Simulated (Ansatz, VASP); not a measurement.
# Cross-check of CrSeS (1T-CrSSe monolayer) between VASP and Ansatz, part 2 of 2

Aim: how closely do two programs agree when they are given the same cell, functional and k mesh? The structure shown is the start of the Ansatz relaxation below; VASP solves that cell, so the two are compared at the walk's first step.

VASP 6.6.1 and Ansatz 0.2.0.

So far: Set-up; Ansatz: relaxation, PBE with D3(BJ).

## Step 3: VASP: single point, PBE with D3(BJ), start cell

Level of this step: PBE with D3(BJ), spin-polarised from a ferromagnetic start; plane waves and PAW (Se, Cr_pv, S) (VASP).

The same cell, functional, mesh and smearing now go to VASP, with its own data sets.

Lines of VASP's logs that name or quote its potential files are left out, and so is its time.

The input, INCAR:

```
SYSTEM = CrSeS
PREC = Accurate
ENCUT = 400
EDIFF = 1E-06
NELM = 200
ISMEAR = -1
SIGMA = 0.05
LREAL = .FALSE.
ALGO = Normal
GGA = PE
IVDW = 12
NBANDS = 21
ISPIN = 2
MAGMOM = -0.17 2.17 -0.1
LASPH = .TRUE.
LMAXMIX = 4
LORBIT = 11
LWAVE = .FALSE.
LCHARG = .FALSE.
ISIF = 2
LDIPOL = .TRUE.
IDIPOL = 3
DIPOL = 0.5 0.5 0.501
LVHAR = .TRUE.
GGA_COMPAT = .FALSE.
NELMDL = -8
KPAR = 2
```

The input, POSCAR:

```
CrSeS
1.0
    3.1250000000      0.0000000000      0.0000000000
   -1.5625000000      2.7063290000      0.0000000000
    0.0000000000      0.0000000000     37.2484610000
Se Cr S
1 1 1
Direct
    0.6666667283      0.3333334565      0.4577370324
    0.0000000000      0.0000000000      0.5030645964
    0.3333334565      0.6666669130      0.5422629676
```

The input, KPOINTS:

```
Automatic mesh
0
Gamma
12 12 1
0 0 0
```

PAW data sets: Se, Cr_pv and S (PBE family, release 64).

The run is started by

```
$ mpirun -np 2 vasp_std
```

Numbers of over 12 decimals in the logs are rounded to 6 here.

The log of the run:

```text
[banner, memory and clock lines left out]
running    2 mpi-ranks, on    1 nodes
 distrk:  each k-point on    1 cores,    2 groups
 distr:  one band on    1 cores,    1 groups

 POSCAR found type information on POSCAR SeCrS
 POSCAR found :  3 types and       3 ions
 LDA part: xc-table for (Slater+PW92), standard interpolation
 POSCAR, INCAR and KPOINTS ok, starting setup
 FFT: planning ... GRIDC
 FFT: planning ... GRID_SOFT
 FFT: planning ... GRID
 WAVECAR not read
 entering main loop
       N       E                     dE             d eps       ncg     rms          rms(c)
DAV:   1     0.132778768070E+03    0.13278E+03   -0.95226E+03  2020   0.657E+02
DAV:   2    -0.764634756142E+01   -0.14043E+03   -0.13633E+03  2188   0.194E+02
DAV:   3    -0.206333172472E+02   -0.12987E+02   -0.12770E+02  2062   0.537E+01
DAV:   4    -0.209677340919E+02   -0.33442E+00   -0.33307E+00  2141   0.951E+00
DAV:   5    -0.209758782268E+02   -0.81441E-02   -0.81432E-02  2476   0.132E+00
DAV:   6    -0.209760164555E+02   -0.13823E-03   -0.13823E-03  2302   0.143E-01
DAV:   7    -0.209760184196E+02   -0.19641E-05   -0.19641E-05  2384   0.176E-02
DAV:   8    -0.209760184571E+02   -0.37437E-07   -0.37349E-07  1658   0.242E-03    0.193E+01
DAV:   9    -0.292322637123E+02   -0.82562E+01   -0.13270E+02  1847   0.638E+01    0.366E+01
DAV:  10    -0.184672833212E+02    0.10765E+02   -0.10005E+02  1918   0.674E+01    0.810E+00
DAV:  11    -0.176878902770E+02    0.77939E+00   -0.43463E+00  1766   0.108E+01    0.440E+00
DAV:  12    -0.172815579331E+02    0.40633E+00   -0.43226E-01  2031   0.289E+00    0.301E+00
DAV:  13    -0.169476799391E+02    0.33388E+00   -0.26581E-01  1864   0.306E+00    0.188E+00
DAV:  14    -0.171126206266E+02   -0.16494E+00   -0.63126E-02  1881   0.132E+00    0.117E+00
[...]
DAV:  33    -0.183894732325E+02   -0.19192E-04   -0.72845E-07  1653   0.392E-03    0.890E-04
DAV:  34    -0.183895044096E+02   -0.31177E-04   -0.58353E-07  1568   0.277E-03    0.581E-04
DAV:  35    -0.183895180937E+02   -0.13684E-04   -0.19819E-07  1520   0.155E-03    0.338E-04
DAV:  36    -0.183895232063E+02   -0.51126E-05   -0.47288E-08  1382   0.852E-04    0.260E-04
DAV:  37    -0.183895261614E+02   -0.29550E-05   -0.39517E-08  1364   0.673E-04    0.231E-04
DAV:  38    -0.183895278628E+02   -0.17015E-05   -0.16056E-08  1183   0.444E-04    0.122E-04
DAV:  39    -0.183895292785E+02   -0.14156E-05   -0.17232E-08  1179   0.344E-04    0.578E-05
DAV:  40    -0.183895297882E+02   -0.50973E-06   -0.34930E-09  1168   0.200E-04
   1 F= -.19239671E+02 E0= -.19233803E+02  d E =-.117358E-01  mag=     0.0000
```

OUTCAR, selected parts (step 3):

```text
ion  position               nearest neighbor table
   1  0.667  0.333  0.458-   2 2.47   2 2.47   2 2.47
   2  0.000  0.000  0.503-   3 2.32   3 2.32   3 2.32   1 2.47   1 2.47   1 2.47
   3  0.333  0.667  0.542-   2 2.32   2 2.32   2 2.32

  LATTYP: Found a hexagonal cell.
 ALAT       =     3.1250000000
 C/A-ratio  =    11.9195075200

 Subroutine GETGRP returns: Found  6 space group operations
 (whereof  6 operations were pure point group operations)

The static configuration has the point symmetry C_3v.

 Found     19 irreducible k-points:

   k-points           NKPTS =     19   k-points in BZ     NKDIM =     19   number of bands    NBANDS=     21

   dimension x,y,z NGX =    20 NGY =   20 NGZ =  250
   dimension x,y,z NGXF=    40 NGYF=   40 NGZF=  500

   ENCUT  =  400.0 eV  29.40 Ry    5.42 a.u.   5.10  5.10 60.74*2*pi/ulx,y,z

   NELECT =      24.0000    total number of electrons

 k-points in reciprocal lattice and weights: Automatic mesh
   0.00000000  0.00000000  0.00000000       0.007
   0.08333333  0.00000000  0.00000000       0.042
   0.16666667  0.00000000  0.00000000       0.042
   0.25000000  0.00000000  0.00000000       0.042
   0.33333333  0.00000000  0.00000000       0.042
   0.41666667  0.00000000  0.00000000       0.042
   0.50000000  0.00000000  0.00000000       0.021
   0.08333333  0.08333333  0.00000000       0.042
   0.16666667  0.08333333  0.00000000       0.083
[...]
0.33333333  0.25000000  0.00000000       0.083
   0.33333333  0.33333333  0.00000000       0.014

 dipolmoment           0.000000      0.000000      0.033479 electrons x Angstroem

 average (electrostatic) potential at core
       1 -61.9930       2 -80.2801       3 -94.9852

 E-fermi :  -2.9958

 spin component 1
 k-point     1 :       0.0000    0.0000    0.0000
  band No.  band energies     occupation
    ...
      8      -5.6316      1.00000
      9      -5.6316      1.00000
     10      -3.6977      1.00000
     11      -3.6977      1.00000
     12      -3.6938      1.00000
     13      -1.9976      0.00000
     14      -1.9976      0.00000
     15       0.0180      0.00000
     16       0.0180      0.00000
     17       0.9454      0.00000
    ...

 k-point     2 :       0.0833    0.0000    0.0000
  band No.  band energies     occupation
    ...
      8      -5.6095      1.00000
      9      -5.3719      1.00000
     10      -3.9908      1.00000
     11      -3.8271      1.00000
     12      -3.6980      1.00000
     13      -2.2741      0.00000
     14      -1.9646      0.00000
     15      -0.4942      0.00000
     16      -0.1009      0.00000
     17       1.1038      0.00000
    ...

 k-point     3 :       0.1667    0.0000    0.0000
  band No.  band energies     occupation
    ...
      8      -5.5801      1.00000
      9      -5.2936      1.00000
     10      -4.9178      1.00000
     11      -4.0716      1.00000
     12      -3.7661      1.00000
     13      -2.5860      0.00028
     14      -1.9915      0.00000
     15      -1.2401      0.00000
     16      -0.3187      0.00000
     17       1.5282      0.00000
    ...

 k-point     4 :       0.2500    0.0000    0.0000
  band No.  band energies     occupation
    ...
      8      -6.5615      1.00000
      9      -5.6313      1.00000
     10      -5.2339      1.00000
     11      -4.2038      1.00000
     12      -3.9965      1.00000
     13      -2.6951      0.00244
     14      -2.1907      0.00000
     15      -1.3568      0.00000
     16      -0.4484      0.00000
     17       2.1803      0.00000
    ...

 k-point     5 :       0.3333    0.0000    0.0000
  band No.  band energies     occupation
    ...
      8      -7.3098      1.00000
      9      -5.7790      1.00000
     10      -5.6238      1.00000
     11      -4.2379      1.00000
     12      -4.1610      1.00000
     13      -2.5706      0.00020
     14      -2.4599      0.00002
     15      -0.9930      0.00000
     16      -0.4912      0.00000
     17       2.7945      0.00000
    ...

 k-point     6 :       0.4167    0.0000    0.0000
  band No.  band energies     occupation
    ...
      8      -6.9022      1.00000
      9      -5.9219      1.00000
     10      -5.8605      1.00000
     11      -4.3719      1.00000
     12      -4.0604      1.00000
     13      -2.6607      0.00123
     14      -2.3903      0.00001
     15      -0.5826      0.00000
     16      -0.5047      0.00000
     17       2.4168      0.00000
    ...

 Edisp (eV)   -0.85014

  Total      -1.44881    -1.44881    -2.07565     0.00000    -0.00000     0.00000
  in kB      -7.36859    -7.36859   -10.55664     0.00000    -0.00000     0.00000
  external pressure =       -8.43 kB  Pullay stress =        0.00 kB

  energy-cutoff  :      400.00
  volume of cell :      315.02
      direct lattice vectors                 reciprocal lattice vectors
     3.125000000  0.000000000  0.000000000     0.320000000  0.184752113  0.000000000
    -1.562500000  2.706329000  0.000000000     0.000000000  0.369504225  0.000000000
     0.000000000  0.000000000 37.248461000     0.000000000  0.000000000  0.026846747

 POSITION                                       TOTAL-FORCE (eV/Angst)
 -----------------------------------------------------------------------------------
      1.56250      0.90211     17.05000         0.000000     -0.000000      0.475177
      0.00000      0.00000     18.73838         0.000000      0.000000      0.305283
      0.00000      1.80422     20.19846        -0.000000      0.000000     -0.780460
 -----------------------------------------------------------------------------------
    total drift:                               -0.000000     -0.000423      0.000223

  FREE ENERGIE OF THE ION-ELECTRON SYSTEM (eV)
  ---------------------------------------------------
  free  energy   TOTEN  =       -19.2396709504 eV

  energy  without entropy=      -19.2279351776  energy(sigma->0) =      -19.23380306

 vacuum level on the upper side and lower side of the slab         2.263         1.546

 total charge
# of ion       s       p       d       tot
------------------------------------------
    1        1.489   2.269   0.059   3.818
    2        0.307   6.329   4.205  10.841
    3        1.369   2.296   0.000   3.664
--------------------------------------------------
tot          3.165  10.894   4.264  18.323

 magnetization (x)
# of ion       s       p       d       tot
------------------------------------------
    1        0.000   0.000   0.000   0.000
    2       -0.000  -0.000  -0.000  -0.000
    3        0.000   0.000   0.000   0.000
--------------------------------------------------
tot         -0.000   0.000  -0.000  -0.000

[... 6 further parts left out ...]
```

The moments of VASP's start collapse, so its state is non-magnetic.

## Step 4: Differences

Known differences besides the potentials themselves: VASP starts from the moments at which Ansatz ended; Ansatz cuts the interaction across the vacuum, VASP repeats the sheet with a dipole correction; the data sets hold 36 valence electrons in Ansatz (on its default PAW (the set named soft_2) files) and 24 in VASP; the cutoff is 420 eV in Ansatz and 400 eV in VASP. Total energies have different zeros and are not compared.

Forces (eV/Å; atoms numbered as in POSCAR):

```tsv
atom	Ansatz x, y, z	VASP x, y, z
Se1	0.000, 0.000, -0.008	0.000, 0.000, 0.475
Cr2	0.000, 0.000, 0.774	0.000, 0.000, 0.305
S3	0.000, 0.000, -0.766	0.000, 0.000, -0.780
```

The forces differ by 225 meV/Å r.m.s., which is 69.9 % of the r.m.s. force of 0.321 eV/Å (both taken over all components). Moments aren't recorded for both runs of this pair, so they may hold unlike magnetic states. With vacuum in the cell, a pressure given here is an average over mostly empty space and none of the material.

## Step 5: What came out

```json
{"r.m.s. force difference (single point, PBE with D3(BJ), start cell)": "70 % of the r.m.s. force"}
```

**Reading.** The r.m.s. force difference is 70 % of the r.m.s. force (single point, PBE with D3(BJ), start cell), beyond the 3 % picked in this series as the mark of a large difference. The data sets hold unlike numbers of valence electrons (36 in Ansatz and 24 in VASP), so part of the differences comes from the potentials. What causes the difference of the single point, PBE with D3(BJ), start cell pair stays open here. Such differences can come from data sets, numerical settings and the points named under the comparisons, not from the functional's error against experiment.

[Lines on the potential files, build, host, timing and source positions are cut from VASP's logs without a mark.]

[Logs are printed without paths, hosts, clocks, repeated set-up lines and the standing remarks that a program may print on its own settings, such as how far it seeks lower states.]

[Hosts, paths, dates, database ids (printed as entryN), source tags and the programs' standing remarks are cut or masked in the printed files.]
